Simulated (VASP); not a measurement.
VASP input:

### POSCAR
```
LiBr
1.0
  0.0000000000   2.7276534027   2.7276534027
  2.7276534027   0.0000000000   2.7276534027
  2.7276534027   2.7276534027   0.0000000000
Li Br
1 1
Cartesian
  0.0000000000   0.0000000000   0.0000000000
  2.7276534027   2.7276534027   2.7276534027
```

INCAR:
```
PARAM1=0.1234
ENCUT=520   # plane-wave cut-off (eV)
ALGO=Normal
LMAXMIX=4
LUSE_VDW=T
NSW=60   # most ionic steps
EDIFFG=-0.01   # ionic stop
PREC=Accurate
LCHARG=F
GGA=MK
ISMEAR=0   # Gaussian
LASPH=T   # aspherical one-centre terms
PARAM2=1.0
SIGMA=0.05   # width (eV)
AGGAC=0.0
IBRION=2   # conjugate gradients
NELM=100
SYSTEM=LiBr
ISIF=3   # ions, shape and volume
EDIFF=1E-6   # SCF stop (eV)
LREAL=F
LWAVE=F
```

File KPOINTS:
```
Automatic mesh
0
Gamma
8 8 8
0 0 0
```

POTCAR, in this order: Li_sv Br (PBE.64 set). Program: vasp_std.

Q: Translate this optB86b-vdW calculation to Quantum ESPRESSO's pw.x.

A: One equivalent input (not run):
```
&CONTROL
  calculation = 'vc-relax'
  pseudo_dir = './pseudo'
  outdir = './out'
  tprnfor = .true.
  tstress = .true.
  nstep = 60
  forc_conv_thr = 0.00039
/
&SYSTEM
  ibrav = 0
  nat = 2
  ntyp = 2
  ecutwfc = 74
  occupations = 'smearing'
  smearing = 'gaussian'
  degauss = 0.003675
  input_dft = 'vdw-df-ob86'
/
&ELECTRONS
  conv_thr = 7.3e-08
  electron_maxstep = 100
/
&IONS
/
&CELL
/
ATOMIC_SPECIES
  Li 6.940 Li.upf
  Br 79.904 Br.upf
CELL_PARAMETERS angstrom
     0.0000000    2.7276534    2.7276534
     2.7276534    0.0000000    2.7276534
     2.7276534    2.7276534   -0.0000000
ATOMIC_POSITIONS crystal
  Li   0.0000000  0.0000000  0.0000000
  Br   0.5000000  0.5000000  0.5000000
K_POINTS automatic
  8 8 8 0 0 0
```
What does not carry over: the potentials are each code's own (VASP's PAW set, PseudoDojo norm-conserving files in pw.x), so ENCUT and ecutwfc are chosen apart and not converted; conv_thr bounds pw.x's estimated SCF error, while EDIFF bounds the energy change between steps; forc_conv_thr acts on force components and is met together with etot_conv_thr.

The compound is LiBr in the rock salt structure. It was relaxed first. The start is the result of an earlier pass.
